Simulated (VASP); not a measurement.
A convergence study with VASP on CdTe (zinc blende): one setting is varied, all else stays as given below, so the limit is that of these other settings.

```
CdTe
1.0
    0.00000     3.24000     3.24000
    3.24000     0.00000     3.24000
    3.24000     3.24000     0.00000
Cd Te
1 1
Cartesian
  0.00000   0.00000   0.00000
  1.62000   1.62000   1.62000
```

Calculation: PBE GGA, VASP's PBE PAW potentials (set 64) (plane waves; VASP). The tightest run used: 550 eV cut-off, 16×16×16 Γ-centred mesh, Gaussian smearing of 0.050 eV, potentials Cd Te.

Task: The settings run are 1×1×1 mesh; 2×2×2 mesh; 3×3×3 mesh; 4×4×4 mesh; 5×5×5 mesh; 6×6×6 mesh; 7×7×7 mesh; 8×8×8 mesh; 9×9×9 mesh; 10×10×10 mesh; 11×11×11 mesh; 12×12×12 mesh; 13×13×13 mesh; 14×14×14 mesh; 15×15×15 mesh; 16×16×16 mesh. From which on does the stress (every component) stay within 0.5 GPa of the tightest run?

Result: From 4×4×4 mesh on: it is off by 0.23 there and by no more than 0.5 in any finer run, while 3×3×3 mesh is off by 0.86.
```
setting        E (eV/atom)  pressure (GPa)  irreducible k-points  difference judged (GPa)
-------------  -----------  --------------  --------------------  -----------------------
1×1×1 mesh          3.5941           34.14                     1                    31.43
2×2×2 mesh         -1.7500            6.40                     3                     3.69
3×3×3 mesh         -2.2621            3.57                     4                     0.86
4×4×4 mesh         -2.3561            2.94                     8                     0.23
5×5×5 mesh         -2.3784            2.77                    10                     0.06
6×6×6 mesh         -2.3846            2.73                    16                     0.02
7×7×7 mesh         -2.3866            2.71                    20                     0.00
8×8×8 mesh         -2.3873            2.71                    29                     0.00
9×9×9 mesh         -2.3876            2.71                    35                     0.00
10×10×10 mesh      -2.3877            2.71                    47                     0.00
11×11×11 mesh      -2.3878            2.71                    56                     0.00
12×12×12 mesh      -2.3878            2.71                    72                     0.00
13×13×13 mesh      -2.3878            2.71                    84                     0.00
14×14×14 mesh      -2.3878            2.71                   104                     0.00
15×15×15 mesh      -2.3878            2.71                   120                     0.00
16×16×16 mesh      -2.3878            2.71                   145                     0.00
```

Left out are rungs that failed or repeat a setting and relaxations that didn't move; long series are thinned to 24 rows.

The compound is CdTe in the zinc blende structure. The cell was not relaxed at this level.
